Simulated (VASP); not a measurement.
Set up this calculation in VASP 6.6.1, as the native input.

```yaml
Task: relaxation of cell and atoms
Functional: LDA
Potentials_or_basis: VASP PAW LDA potentials, release 64 (B, N)
Cutoff: 520 eV
k_mesh: 15 × 15 × 6
Occupations: gaussian, width 0.02 eV
Spin: no spin polarisation
Further_INCAR_settings: ALGO = Fast; EDIFF = 1e-07; IBRION = 2; EDIFFG = -0.002; NSW = 80; ISIF = 3
```

The structure of BN lies in POSCAR:

```
BN
1.0
    2.4982400000      0.0000000000      0.0000000000
   -1.2491200000      2.1635393000      0.0000000000
    0.0000000000      0.0000000000      6.6357000000
B N
2 2
Direct
    0.3333333300      0.6666666700      0.2500000000
    0.6666666700      0.3333333300      0.7500000000
    0.3333333300      0.6666666700      0.7500000000
    0.6666666700      0.3333333300      0.2500000000
```

These files were run (other wordings do the same):

INCAR

```
SYSTEM = BN
ALGO = Fast ; EDIFF = 1E-7
EDIFFG = -0.002 ; ENCUT = 520
IBRION = 2 ; ISIF = 3
ISMEAR = 0 ; LASPH = .TRUE.
LCHARG = .FALSE. ; LREAL = .FALSE.
LWAVE = .FALSE. ; NELM = 60
NSW = 80 ; PREC = Accurate
SIGMA = 0.02
```

KPOINTS

```
k-points
0
G
  15 15 6
  0 0 0
```

Potentials or basis: VASP PAW LDA potentials, release 64 (B, N).

The run is started by

```console
$ cat potpaw_LDA.64/B/POTCAR potpaw_LDA.64/N/POTCAR > POTCAR
$ mpirun -np 1 vasp_std > vasp.out
```

Results of the run:

```
Relaxed volume                         : 8.68 Å³/atom
Relaxed cell                           : a = 2.491 Å, b = 2.491 Å, c = 6.464 Å, α = 90.00°, β = 90.00°, γ = 120.00°
Space group after relaxing (to 0.05 Å) : P6_3/mmc (No. 194)
Energy gained by relaxing              : 1.1 meV/atom
Ionic steps                            : 12
Pressure after relaxing                : 0.0 GPa
Band gap on the k mesh                 : 4.07 eV, indirect (least direct gap 4.45 eV)
```

Caveat: an odd mesh through Γ misses points on the zone boundary, where band edges often lie.

It took 2.1 min on 1 thread of Intel(R) Xeon(R) 6975P-C (Granite Rapids), on a shared host, peak memory 0.17 GiB.
